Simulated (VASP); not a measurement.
Input:

```
AlGa3As4
1.0
    5.73695     0.00000     0.00000
    0.00000     5.73695     0.00000
    0.00000     0.00000     5.73695
Ga As Al
3 4 1
Direct
  0.00000   0.00000   0.00000
  0.50000   0.50000   0.00000
  0.50000   0.00000   0.50000
  0.24942   0.25058   0.25058
  0.75058   0.74942   0.25058
  0.75058   0.25058   0.74942
  0.24942   0.74942   0.74942
  0.00000   0.50000   0.50000
```

Method: PBE GGA, VASP's PBE PAW potentials (set 64) (plane waves; VASP 6.6.1). Run with 400 eV cut-off, 4×4×4 Γ-centred mesh, Gaussian smearing of 0.050 eV, potentials Ga_d As Al.

Predict the energy per atom (σ→0), band gap (on the k-mesh) with the smallest direct gap where there is one.

- band gap (on the k-mesh) = 0.56 eV
- smallest direct gap (on the k-mesh) = 0.56 eV
- energy per atom (σ→0) = -4.271 eV/atom

Total energies compare only between runs with the same potentials, cut-off and functional.

The structure was generated: AlGa3As4 was put into an ordered model structure (P-43m), which need not be its known phase. It was relaxed first.
